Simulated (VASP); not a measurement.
VASP input:

**INCAR**
```
# general
SYSTEM  = Bi2Se3
PREC    = Accurate
ENCUT   = 520   # plane-wave cut-off (eV)
LREAL   = .FALSE.   # projection in real space or not
LASPH   = .TRUE.

# electronic loop
EDIFF   = 1E-7   # SCF stop (eV)
NELM    = 100   # most electronic steps
ALGO    = Normal
LMAXMIX = 4

# smearing
ISMEAR  = -5

# functional
GGA     = PE   # PBE
IVDW    = 12   # D3, Becke-Johnson

# ions
ISIF    = 2

# output
LWAVE   = .FALSE.
LCHARG  = .TRUE.
LORBIT  = 11   # lm-projected
NEDOS   = 601

# other
LEFG    = .TRUE.
```

File POSCAR:
```
Bi2Se3
1
    9.5692306134    -2.0711922462    -0.0071973356
    9.5692306134     2.0711922462    -0.0071973356
    9.1236131006     0.0000000000     3.5524287017
Bi Se
2 3
Direct
  0.4006570845   0.4006570845   0.4006570845
  0.5993429155   0.5993429155   0.5993429155
  0.0000000000   0.0000000000   0.0000000000
  0.2106075996   0.2106075996   0.2106075996
  0.7893924004   0.7893924004   0.7893924004
```

**KPOINTS**
```
kpoints
0
G
  7 7 7
0 0 0
```

POTCAR, in this order: Bi_d Se (PBE.64 set). Program: vasp_std.

**Question.** Translate this PBE-D3(BJ) calculation to Quantum ESPRESSO's pw.x.

**Answer.** One equivalent input (not run):
```
&CONTROL
  calculation = 'scf'
  pseudo_dir = './pseudo'
  outdir = './out'
  tprnfor = .true.
  tstress = .true.
/
&SYSTEM
  ibrav = 0
  nat = 5
  ntyp = 2
  ecutwfc = 86
  occupations = 'tetrahedra'
  input_dft = 'pbe'
  vdw_corr = 'grimme-d3'
  dftd3_version = 4
  dftd3_threebody = .false.
/
&ELECTRONS
  conv_thr = 7.3e-09
  electron_maxstep = 100
/
ATOMIC_SPECIES
  Bi 208.980 Bi.upf
  Se 78.971 Se.upf
CELL_PARAMETERS angstrom
     9.5692306   -2.0711922   -0.0071973
     9.5692306    2.0711922   -0.0071973
     9.1236131    0.0000000    3.5524287
ATOMIC_POSITIONS crystal
  Bi   0.4006571  0.4006571  0.4006571
  Bi   0.5993429  0.5993429  0.5993429
  Se   0.0000000  0.0000000  0.0000000
  Se   0.2106076  0.2106076  0.2106076
  Se   0.7893924  0.7893924  0.7893924
K_POINTS automatic
  7 7 7 0 0 0
```
Limits of the translation: the potentials are each code's own (VASP's PAW set, PseudoDojo norm-conserving files in pw.x), so ENCUT and ecutwfc are chosen apart and not converted; conv_thr bounds pw.x's estimated SCF error, while EDIFF bounds the energy change between steps; the field gradients of LEFG aren't asked of the other code.

The compound is Bi2Se3 in the tetradymite structure. It was relaxed first.
